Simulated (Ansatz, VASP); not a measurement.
# Zn (linear Zn chain) in two plane-wave programs

Wanted: the spread between two codes on one cell, functional and k mesh. The cell is taken from a series of runs on this material, whose earlier steps may have relaxed, scaled, displaced or heated it; both programs get it as it stands.

Main program and level: Ansatz 0.2.0; plane waves, with VASP 6.6.1 beside it; single point at PBE.

### 1. The structure

The cell holds 1 atom: 1 Zn. Cell: a = 7.500 Å, b = 7.500 Å, c = 3.339 Å, α = 90.0°, β = 90.0°, γ = 90.0°. Vacuum lies along a and b. The structure's axis is c.

Coordinates:

```
Zn
1.0
     7.50000    0.00000    0.00000
     0.00000    7.50000    0.00000
     0.00000    0.00000    3.33927
Zn
1
Cartesian
  3.7500 3.7500 0.0000
```

### 2. VASP: single point, PBE

With cell and atoms fixed, the geometry can't cause a difference; cores, projectors, grids and the points listed under the comparison can.

Lines of VASP's logs that name or quote its potential files are left out, and so is its time.

The input, INCAR:

```
SYSTEM = Zn
PREC = Accurate
ENCUT = 500
EDIFF = 1E-06
NELM = 200
ISMEAR = -1
SIGMA = 0.05
LREAL = .FALSE.
ALGO = Normal
GGA = PE
NBANDS = 12
ISPIN = 2
MAGMOM = -0
LORBIT = 11
LWAVE = .FALSE.
LCHARG = .FALSE.
ISIF = 2
LASPH = .TRUE.
GGA_COMPAT = .FALSE.
```

The input, POSCAR:

```
Zn
1.0
    7.5000000000      0.0000000000      0.0000000000
    0.0000000000      7.5000000000      0.0000000000
    0.0000000000      0.0000000000      3.3392679392
Zn
1
Direct
    0.5000000000      0.5000000000      0.0000000000
```

The input, KPOINTS:

```
Automatic mesh
0
Gamma
1 1 24
0 0 0
```

PAW data sets: Zn (PBE family, release 64).

Started as:

```sh
mpirun -np 1 vasp_std
```

Numbers of over 12 decimals in the logs are rounded to 6 here.

Output:

```text
[banner, memory and clock lines left out]
running    1 mpi-ranks, on    1 nodes
 distrk:  each k-point on    1 cores,    1 groups
 distr:  one band on    1 cores,    1 groups

 POSCAR found type information on POSCAR Zn
 POSCAR found :  1 types and       1 ions
 LDA part: xc-table for (Slater+PW92), standard interpolation
 POSCAR, INCAR and KPOINTS ok, starting setup
 FFT: planning ... GRIDC
 FFT: planning ... GRID_SOFT
 FFT: planning ... GRID
 WAVECAR not read
 entering main loop
       N       E                     dE             d eps       ncg     rms          rms(c)
DAV:   1     0.389922827490E+02    0.38992E+02   -0.44196E+03   624   0.708E+02
DAV:   2     0.133805609133E+01   -0.37654E+02   -0.36580E+02   680   0.160E+02
DAV:   3    -0.101936057438E+00   -0.14400E+01   -0.14386E+01   724   0.348E+01
DAV:   4    -0.111701537936E+00   -0.97655E-02   -0.97651E-02   716   0.300E+00
DAV:   5    -0.111815665874E+00   -0.11413E-03   -0.11413E-03   740   0.254E-01    0.251E-01
DAV:   6    -0.111745320485E+00    0.70345E-04   -0.27793E-03   708   0.636E-01    0.181E-01
DAV:   7    -0.111922214590E+00   -0.17689E-03   -0.53268E-04   696   0.196E-01    0.599E-02
DAV:   8    -0.111988937025E+00   -0.66722E-04   -0.19496E-04   676   0.106E-01    0.202E-02
DAV:   9    -0.112003075723E+00   -0.14139E-04   -0.23919E-05   724   0.229E-02    0.443E-03
DAV:  10    -0.112003835536E+00   -0.75981E-06   -0.13647E-06   748   0.721E-03
   1 F= -.11200384E+00 E0= -.11200384E+00  d E =-.367116E-09  mag=     0.0000
```

From OUTCAR (step 2):

```text
ion  position               nearest neighbor table
   1  0.500  0.500  0.000-

  LATTYP: Found a simple tetragonal cell.
 ALAT       =     7.5000000000
 C/A-ratio  =     0.4452357252

 Subroutine GETGRP returns: Found 16 space group operations
 (whereof 16 operations were pure point group operations)

The static configuration has the point symmetry D_4h.

 Found     13 irreducible k-points:

   k-points           NKPTS =     13   k-points in BZ     NKDIM =     13   number of bands    NBANDS=     12

   dimension x,y,z NGX =    56 NGY =   56 NGZ =   24
   dimension x,y,z NGXF=   112 NGYF=  112 NGZF=   48

   ENCUT  =  500.0 eV  36.75 Ry    6.06 a.u.  13.67 13.67  6.09*2*pi/ulx,y,z

   NELECT =      12.0000    total number of electrons

 k-points in reciprocal lattice and weights: Automatic mesh
   0.00000000  0.00000000  0.00000000       0.042
   0.00000000  0.00000000  0.04166667       0.083
   0.00000000  0.00000000  0.08333333       0.083
   0.00000000  0.00000000  0.12500000       0.083
   0.00000000  0.00000000  0.16666667       0.083
   0.00000000  0.00000000  0.20833333       0.083
   0.00000000  0.00000000  0.25000000       0.083
   0.00000000  0.00000000  0.29166667       0.083
   0.00000000  0.00000000  0.33333333       0.083
   0.00000000  0.00000000  0.37500000       0.083
   0.00000000  0.00000000  0.41666667       0.083
   0.00000000  0.00000000  0.45833333       0.083
   0.00000000  0.00000000  0.50000000       0.042

 average (electrostatic) potential at core
       1 -42.1698

 E-fermi :  -2.9827

 spin component 1
 k-point     1 :       0.0000    0.0000    0.0000
  band No.  band energies     occupation
    ...
      2      -9.6352      1.00000
      3      -9.6350      1.00000
      4      -9.5586      1.00000
      5      -9.5586      1.00000
      6      -6.4952      1.00000
      7      -1.1934      0.00000
      8      -1.1934      0.00000
      9      -0.0381      0.00000
     10       1.3642      0.00000
     11       3.2746      0.00000
    ...

 k-point     2 :       0.0000    0.0000    0.0417
  band No.  band energies     occupation
    ...
      2      -9.6349      1.00000
      3      -9.6347      1.00000
      4      -9.5605      1.00000
      5      -9.5605      1.00000
      6      -6.4740      1.00000
      7      -1.1699      0.00000
      8      -1.1699      0.00000
      9      -0.0151      0.00000
     10       1.3874      0.00000
     11       3.2975      0.00000
    ...

 k-point     3 :       0.0000    0.0000    0.0833
  band No.  band energies     occupation
    ...
      2      -9.6342      1.00000
      3      -9.6340      1.00000
      4      -9.5657      1.00000
      5      -9.5657      1.00000
      6      -6.4104      1.00000
      7      -1.0997      0.00000
      8      -1.0997      0.00000
      9       0.0539      0.00000
     10       1.4570      0.00000
     11       3.3661      0.00000
    ...

 k-point     4 :       0.0000    0.0000    0.1250
  band No.  band energies     occupation
    ...
      2      -9.6331      1.00000
      3      -9.6329      1.00000
      4      -9.5741      1.00000
      5      -9.5741      1.00000
      6      -6.3039      1.00000
      7      -0.9833      0.00000
      8      -0.9833      0.00000
      9       0.1688      0.00000
     10       1.5729      0.00000
     11       3.4799      0.00000
    ...

 k-point     5 :       0.0000    0.0000    0.1667
  band No.  band energies     occupation
    ...
      2      -9.6316      1.00000
      3      -9.6314      1.00000
      4      -9.5849      1.00000
      5      -9.5849      1.00000
      6      -6.1539      1.00000
      7      -0.8221      0.00000
      8      -0.8221      0.00000
      9       0.3295      0.00000
     10       1.7353      0.00000
     11       3.2200      0.00000
    ...

 k-point     6 :       0.0000    0.0000    0.2083
  band No.  band energies     occupation
    ...
      2      -9.6298      1.00000
      3      -9.6297      1.00000
      4      -9.5974      1.00000
      5      -9.5974      1.00000
      6      -5.9600      1.00000
      7      -0.6179      0.00000
      8      -0.6179      0.00000
      9       0.5348      0.00000
     10       1.9440      0.00000
     11       2.3462      0.00000
    ...

  Total       -0.1236086     -0.1236086     -0.2388772      0.0000000      0.0000000      0.0000000
  in kB       -1.0543520     -1.0543520     -2.0375652      0.0000000      0.0000000      0.0000000
  external PRESSURE =      -1.3820897 kB  Pullay stress =       0.0000000 kB

  energy-cutoff  :      500.00
  volume of cell :      187.83
      direct lattice vectors                 reciprocal lattice vectors
     7.500000000  0.000000000  0.000000000     0.133333333  0.000000000  0.000000000
     0.000000000  7.500000000  0.000000000     0.000000000  0.133333333  0.000000000
     0.000000000  0.000000000  3.339267939     0.000000000  0.000000000  0.299466835

 POSITION                                       TOTAL-FORCE (eV/Angst)
 -----------------------------------------------------------------------------------
      3.75000      3.75000      0.00000         0.000000      0.000000      0.000000
 -----------------------------------------------------------------------------------
    total drift:                                0.000000      0.000000      0.000000

  FREE ENERGIE OF THE ION-ELECTRON SYSTEM (eV)
  ---------------------------------------------------
  free  energy   TOTEN  =        -0.1120038355 eV

  energy  without entropy=       -0.1120038352  energy(sigma->0) =       -0.11200384

 total charge
# of ion       s       p       d       tot
------------------------------------------
    1        0.847   0.025   9.737  10.609

 magnetization (x)
# of ion       s       p       d       tot
------------------------------------------
    1        0.000   0.000   0.000   0.000

[... 6 further parts left out ...]
```

### 3. Ansatz: single point, PBE

Ansatz runs on its default PAW (the set named soft_2) files.

The same cell, functional, mesh and smearing now go to Ansatz, which takes its cutoff from its data sets.

The input, input.yaml:

```yaml
crystal:
  lattice:
    - [7.5, 0.0, 0.0]
    - [0.0, 7.5, 0.0]
    - [0.0, 0.0, 3.3392679392]
  atoms:
    - { symbol: Zn, position: [0.5, 0.5, 0.0], spin: 0.5 }
magnetization:
  spin_polarized: true
kpoints:
  mp_grid: { grid: [1, 1, 24] }
scf:
  occupations: { method: fermi_dirac, width: 0.05 }
hamiltonian:
  xc: pbe
output:
  transmission:
    e_range: [-2, 2]
    de: 0.035
    kmesh: [1, 1]
    reduced_basis: true
    leads: [[0, 0]]
  stress: true
```

Started as:

```sh
ansatz run input.yaml --threads 4 --pin off --max-ram 8192MiB --backend cpu --events-out ev --progress --plain --runs-dir out
```

Output:

```text
Engine: ansatz 0.2.0, aarch64-unknown-linux-gnu
Pseudopotentials: kind: paw
Pseudopotential: Zn, paw, valence charge 12, recommended cutoff 420 eV (normal), Zn.paw.azcp
Functional definition: PBE
  parameter kappa = 0.804
  parameter beta = 0.066725
  exchange = pbe_x(kappa = kappa, mu = beta*pi^2/3)
  correlation = pbe_c(beta = beta)
Crystal: 1 atoms, lattice volume = 187.834 Å³
Basis set: ecut = 420 eV, 3691 PW (Γ)
Bands: 11, of which v1, the nominal top of the filled ones, is band 6 counted from 1 (5 counted from 0)
Symmetry: 16 space group operations
Space group: P4/mmm (ITA 123), of the structure as read, at distance tolerance 5.7e-5 Å
Magnetic group: BNS 123.339 (UNI 999), of the structure as read, at distance tolerance 5.7e-5 Å
k-points: 13 of 24
Non-local potential: Zn, projectors of the file, l = 0: 2, l = 1: 2, l = 2: 3, l = 3: 1
PAW form: soft (Blöchl's): semilocal exchange-correlation on the pseudo side does not see the compensation charge
PAW one-centre angular grid: Zn, 590 points (default); XC on 64 Gauss nodes
Initial density: superposition of atomic densities (neutral atoms: chi_scale 0, normalization atom)
Starting moments: Σ|m| = 0.5 μB on 1 of 1 site
Initial wavefunctions: pseudopotential atomic-orbital guess
Functional: x = pbe(κ = 0.804, μ = 0.219515), c = pbe(β = 0.066725)
iter 1 solved again at ethr=7.20e-5 eV; its pass at ethr=3.10e-3 eV (dr2=8.64e-3 eV) is discarded
SCF iter   1: F=—  HF=-3317.977893 eV  |F-HF|=—  |Δ(HF+E_count)|=         —  Δρ=1.67e-2 (↑1.67e-2 ↓1.60e-2)  dr2=9.02e-3  dr2_m=4.60e-1  M=0.000 μB ∫|m|=0.025 μB  β_m=0.30  ethr=7.20e-5  ⟨swp⟩=1.0  Hψ=2166  notcnv=0
preconditioner: auto → none  [insulator: Δε(μ)=1.856 eV  Ē_g=9.749 eV  σ=0.050 eV  W_gap=1.00  n_scr=12 (ndim 8)  ℏωp=9.4 eV  f_vac=0.696  D(μ)=0.00/eV (n_scr^D=0)  ε∞_Penn≈1.9]
SCF iter   2: F=—  HF=-3318.000840 eV  |F-HF|=—  |Δ(HF+E_count)|=   2.29e-2  Δρ=1.16e-2 (↑1.16e-2 ↓1.16e-2)  dr2=3.72e-3  dr2_m=2.32e-1  M=0.000 μB ∫|m|=0.018 μB  β_m=0.30  ethr=7.20e-5  ⟨swp⟩=1.6  Hψ=367  notcnv=0
SCF iter   3: F=—  HF=-3318.012606 eV  |F-HF|=—  |Δ(HF+E_count)|=   1.18e-2  Δρ=8.29e-3 (↑8.18e-3 ↓8.29e-3)  dr2=2.20e-4  dr2_m=1.17e-1  M=0.000 μB ∫|m|=0.013 μB  β_m=0.30  ethr=3.10e-5  ⟨swp⟩=3.0  Hψ=451  notcnv=0
SCF iter   4: F=—  HF=-3318.018489 eV  |F-HF|=—  |Δ(HF+E_count)|=   5.88e-3  Δρ=5.87e-3 (↑5.82e-3 ↓5.87e-3)  dr2=9.34e-6  dr2_m=5.88e-2  M=0.000 μB ∫|m|=0.010 μB  β_m=0.30  ethr=1.83e-6  ⟨swp⟩=2.0  Hψ=461  notcnv=0
SCF iter   5: F=—  HF=-3318.021414 eV  |F-HF|=—  |Δ(HF+E_count)|=   2.93e-3  Δρ=4.16e-3 (↑4.15e-3 ↓4.16e-3)  dr2=4.84e-7  dr2_m=2.97e-2  M=0.000 μB ∫|m|=0.007 μB  β_m=0.30  ethr=7.79e-8  ⟨swp⟩=2.0  Hψ=447  notcnv=0
SCF iter   6: F=—  HF=-3318.022884 eV  |F-HF|=—  |Δ(HF+E_count)|=   1.47e-3  Δρ=2.95e-3 (↑2.95e-3 ↓2.95e-3)  dr2=1.47e-8  dr2_m=1.50e-2  M=0.000 μB ∫|m|=0.005 μB  β_m=0.30  ethr=8.33e-10  ⟨swp⟩=7.5  Hψ=1687  notcnv=0
Mixer restart at iter 6: flushing history
spin-set hold released at iteration 6 (site moments contracting): the magnetisation degrees of freedom join the quasi-Newton model from the next iteration; the mixer history was flushed
SCF iter   7: F=—  HF=-3318.023625 eV  |F-HF|=—  |Δ(HF+E_count)|=   7.40e-4  Δρ=2.10e-3 (↑2.10e-3 ↓2.10e-3)  dr2=6.15e-9  dr2_m=7.58e-3  M=0.000 μB ∫|m|=0.004 μB  β_m=0.65  ethr=1.22e-10  ⟨swp⟩=7.1  Hψ=1551  notcnv=0
SCF iter   8: F=—  HF=-3318.024382 eV  |F-HF|=—  |Δ(HF+E_count)|=   7.58e-4  Δρ=8.53e-6 (↑8.53e-6 ↓8.41e-6)  dr2=2.75e-10  dr2_m=1.23e-7  M=-0.000 μB ∫|m|=0.000 μB  β_m=0.82  ethr=5.12e-11  ⟨swp⟩=8.7  Hψ=1785  notcnv=0
SCF iter   9: F=—  HF=-3318.024383 eV  |F-HF|=—  |Δ(HF+E_count)|=   6.37e-7  Δρ=3.11e-6 (↑2.49e-6 ↓3.11e-6)  dr2=8.24e-10  dr2_m=1.33e-8  M=-0.000 μB ∫|m|=0.000 μB  β_m=0.91  ethr=2.29e-12  ⟨swp⟩=5.1  Hψ=1170  notcnv=0
SCF iter  10: F=—  HF=-3318.024383 eV  |F-HF|=—  |Δ(HF+E_count)|=   4.84e-8  Δρ=1.31e-6 (↑1.31e-6 ↓1.24e-6)  dr2=7.22e-9  dr2_m=1.64e-11  M=-0.000 μB ∫|m|=0.000 μB  β_m=0.63  ethr=2.29e-12  ⟨swp⟩=4.1  Hψ=1035  notcnv=0
SCF iter  11: F=—  HF=-3318.024383 eV  |F-HF|=—  |Δ(HF+E_count)|=   4.37e-9  Δρ=1.64e-7 (↑1.50e-7 ↓1.64e-7)  dr2=3.58e-12  dr2_m=4.12e-11  M=-0.000 μB ∫|m|=0.000 μB  β_m=0.81  ethr=2.29e-12  ⟨swp⟩=3.0  Hψ=702  notcnv=0
SCF iter  12: F=-3318.024383 eV  HF=-3318.024383 eV  |F-HF|=7.28e-12  |Δ(HF+E_count)|=  1.46e-10  Δρ=3.77e-8 (↑3.46e-8 ↓3.77e-8)  dr2=2.90e-13  dr2_m=2.16e-12  M=-0.000 μB ∫|m|=0.000 μB  ethr=1.00e-12  ⟨swp⟩=2.0  Hψ=485  notcnv=0
SCF 1 converged in 12 iterations: F = -3318.024383 eV  dr2 = 2.90e-13
  greatest PAW one-centre occupation: 0.986 electrons in one spin orbital (limit 2), on the Zn atom at site 0 (counted from 0), in its partial waves of l = 2
WARN: the starting moments were not kept: the SCF closed with an absolute magnetisation of 9.5e-7 μB, where they sum to 0.5 μB in size (1 site). That is at most 0.1 of that sum. Measured as dr2_m measures the in/out step, that magnetisation stands 8.2e-14 eV from none, at or under the dr2_threshold of 1.0e-7 eV: it is no larger than a step whose dr2_m would equal this threshold. The system may hold no moment; this SC [...]
transmission: 10 of 60 steps passed
transmission: 15 of 60 steps passed
[...]
transmission: 60 of 60 steps passed
Second SCF, for the conductance: iteration 1, dr2 5.387e-10 eV
Second SCF, for the conductance: iteration 2, dr2 2.442e-10 eV
transmission: 10 of 60 steps passed
transmission: 15 of 60 steps passed
[...]
transmission: 60 of 60 steps passed
SCF converged after 12 iterations
Magnetization: -0.0000 μB (6.0000 up, 6.0000 down)
Absolute magnetization: 0.0000 μB (∫|ρ↑−ρ↓|, with the PAW one-centre terms)
Spin contamination: 0.0000 ħ² per cell (⟨S²⟩ above its minimum at these occupations)
Per-site moments (μB) at R_I (Å): [(-2.2800517136025044e-7, 1.37744802492)]
Free energy (F): -3318.024383 eV
Harris-Foulkes:  -3318.024383 eV  (|F-HF|=7.28e-12)
Internal energy: -3318.024383 eV  (E = F + TS)
E sigma→0 (E₀):  -3318.024383 eV
Fermi energy:    -2.337449 eV
--- Per-component energies (eV) ---
  E_band       = -99.463240
  E_kinetic    = 128.564712
  E_local      = -3031.616118  (includes V_loc(G=0)·N_el)
  E_nonlocal   = 612.526289
  E_hartree    = 1316.663835
  E_xc         = -134.809465
  E_vxc        = -48.264150  (∫ρ·V_xc dr)
  E_paw        = -1826.028338  (= ΣΔE_a)
  E_vpaw       = -394.001250  (= ΣTr[D̂ρ^β])
  E_aug_tail   = -0.000357  (compensation charges beyond the density's cutoff)
  E_ewald      = -383.324940
  E_smearing   = -0.000000  (= −TS)
  E_closure    = -0.000000  (closes the sum)
  Σ components = -3318.024383   (vs F -3318.024383, Δ=0.00e0)
--- Stress (GPa, compression-positive) ---
       -0.104613       0.000000       0.000000
        0.000000      -0.104613       0.000000
        0.000000       0.000000      -0.206638
  P = ⅓ Tr σ = -0.1386 GPa (-1.386 kbar)
--- Band table (eV; the first three rows and the last of 26) ---
  k-point 0 ↑: bands = [... 2 lower, -8.9885, -8.9122, -8.9122, -5.8500, -0.5493, -0.5493, 0.6404, 2.0158, ... 1 higher]
  k-point 1 ↑: bands = [... 2 lower, -8.9882, -8.9140, -8.9140, -5.8289, -0.5258, -0.5258, 0.6633, 2.0390, ... 1 higher]
  k-point 2 ↑: bands = [... 2 lower, -8.9875, -8.9193, -8.9193, -5.7653, -0.4554, -0.4554, 0.7323, 2.1085, ... 1 higher]
  k-point 12 ↓: bands = [... 2 lower, -8.9743, -8.9742, -8.8607, -3.3437, -1.3352, 1.8367, 1.8367, 3.9126, ... 1 higher]
--- Transmission ---
  basis      : 497 plane waves across, 5 finite elements along
  points     : 1, standing for a mesh of 1 x 1
  filling    : by a second SCF (2 iterations) under fermi_dirac of width 0.025852 eV on a mesh of 1 x 1 x 56, whose Fermi level is -2.337540 eV; it warned of seeded_moment_not_kept
  energies   : 115 from -2.000000 to 1.990000 eV about the Fermi level, 0.035000 eV apart; the leads are filled to 0.000000 eV, and channels, transmission and decay are at -0.005000 eV
  crystal 0  : Zn1, at the sites [0, 0], period 3.3393 Å: whole cells are its period
    offset         : up to 0.0000 Å between an atom of the period and one for which it stands
    filled         : 0.1 meV over the level at which it is neutral
    channels       : 0.000000e0 up, 0.000000e0 down
    conductance    : 3.7239e-3 S/m² at 300 K; may be off by some 0.4 % by where its bands' edges are placed, 0.0 % from the distance to neutral
    slowest decay  : 0.1346 /Å at (0.0000, 0.0000)
```

The column dr2 measures how far the density is from self-consistency, as an energy; F and HF (Harris–Foulkes) agree once it is small.

### 4. Comparison

Known differences besides the potentials themselves: the cutoff is 420 eV in Ansatz and 500 eV in VASP. Total energies have different zeros and are not compared.

Both answers:

```
              quantity  Ansatz   VASP  difference
        pressure (GPa)   -0.14  -0.14        0.00
gap on the k mesh (eV)   2.009  2.009      -0.001
```

A gap on the mesh is an upper bound, since the band edges may lie between its points.

### 5. Results

```json
{
 "difference in gap on the k mesh (single point, PBE)": "-6.9e-4 eV"
}
```

**Reading.** The difference in gap on the k mesh is -6.9e-4 eV (single point, PBE), within the 0.08 eV picked in this series as the mark of a large difference. How closely two codes agree says nothing of how well the functional describes the real material.

[Lines on the potential files, build, host, timing and source positions are cut from VASP's logs without a mark.]

[Logs are printed without paths, hosts, clocks, repeated set-up lines and the standing remarks that a program may print on its own settings, such as how far it seeks lower states.]

[Hosts, paths, dates, database ids (printed as entryN), source tags and the programs' standing remarks are cut or masked in the printed files.]
